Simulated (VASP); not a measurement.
Data:

```yaml
crystal:
  lattice:
    - [2.79423, 0.00000, 0.00000]
    - [-1.39712, 2.41988, 0.00000]
    - [0.00000, 0.00000, 2.72703]
  atoms:
    - { symbol: Ga, position: [0.00000, 0.00000, 0.00000] }
    - { symbol: N, position: [0.66667, 0.33333, 0.50000] }
```

Level of theory: PBE GGA, VASP's PBE PAW potentials (set 64) (plane waves; VASP). Numerical set-up: 400 eV cut-off, 9×9×8 Γ-centred mesh, Fermi-Dirac smearing of 0.10 eV, potentials Ga_d N.

**Question.** Give the energies of bands 7 to 11 at the high-symmetry points, in eV from the Fermi level.

**Answer.** 
```json
[
 {"band": "7", "Γ": "-2.43", "M": "-8.90", "K": "-7.76", "A": "-10.47", "L": "-6.72", "H": "-5.81"},
 {"band": "8", "Γ": "-0.39", "M": "-2.50", "K": "-6.59", "A": "0.32", "L": "-5.93", "H": "-5.40"},
 {"band": "9", "Γ": "-0.39", "M": "-0.41", "K": "-0.16", "A": "0.32", "L": "-1.42", "H": "-2.89"},
 {"band": "10", "Γ": "0.38", "M": "3.23", "K": "7.35", "A": "6.62", "L": "-0.46", "H": "0.48"},
 {"band": "11", "Γ": "10.80", "M": "7.58", "K": "7.95", "A": "7.37", "L": "8.57", "H": "0.67"}
]
```

It has no gap at this level: it comes out as a metal or semimetal.

The structure was generated: GaN was put into an ordered model structure, which need not be its known phase. The cell was not relaxed at this level.
